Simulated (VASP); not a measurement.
OSZICAR of a VASP run on Cr:

File OSZICAR:
```
       N       E                     dE             d eps       ncg     rms           ort
SDA:   1    -0.997313734630E+01   -0.99731E+01    0.00000E+00    13   0.150E+00   0.000E+00
CGA:   2    -0.999970643041E+01   -0.26569E-01   -0.26628E-01    13   0.704E-01   0.106E-02
CGA:   3    -0.100083278756E+02   -0.86214E-02   -0.86268E-02    13   0.149E-01   0.158E-03
CGA:   4    -0.100105859064E+02   -0.22580E-02   -0.22601E-02    13   0.399E-02   0.573E-04
CGA:   5    -0.100112698335E+02   -0.68393E-03   -0.68362E-03    13   0.141E-02  -0.205E-04
CGA:   6    -0.100115066373E+02   -0.23680E-03   -0.23653E-03    13   0.556E-03  -0.170E-04
CGA:   7    -0.100116161347E+02   -0.10950E-03   -0.10938E-03    13   0.300E-03   0.646E-05
CGA:   8    -0.100116796011E+02   -0.63466E-04   -0.63339E-04    13   0.176E-03   0.477E-05
CGA:   9    -0.100117170211E+02   -0.37420E-04   -0.37371E-04    13   0.863E-04   0.204E-05
CGA:  10    -0.100117355446E+02   -0.18523E-04   -0.18516E-04    13   0.436E-04   0.283E-06
CGA:  11    -0.100117446668E+02   -0.91223E-05   -0.91255E-05    13   0.219E-04  -0.205E-06
CGA:  12    -0.100117505400E+02   -0.58732E-05   -0.59188E-05    13   0.170E-04  -0.599E-06
CGA:  13    -0.100117543924E+02   -0.38524E-05   -0.38783E-05    13   0.952E-05  -0.790E-06
CGA:  14    -0.100117563432E+02   -0.19508E-05   -0.19560E-05    13   0.448E-05  -0.474E-06
CGA:  15    -0.100117572094E+02   -0.86622E-06   -0.86599E-06    13   0.167E-05  -0.139E-06
   1 F= -.10011757E+02 E0= -.10011757E+02  d E =-.437240E-31  mag=     6.0000
```

Q: Which electronic solver shows in the log?

A: It is steepest descent (the opening step of the all-band solvers) and then all-band conjugate gradients (ALGO = All or Conjugate). The INCAR had ALGO = All.

Q: How was spin treated?

A: Collinear spin (ISPIN = 2): the summary line carries one mag value, 6.00 μB in the cell.

Q: Can the final energy be trusted as converged?

A: Self-consistency was reached. It stopped with EDIFF = 1E-6, NELM = 200 (HSE06 screened hybrid, plane waves, VASP's PBE PAW potentials (set 64)). The atom may not be in its lowest state.

The cell is a free atom in a box. The total moment is imposed (NUPDOWN), so this need not be the lowest spin state.
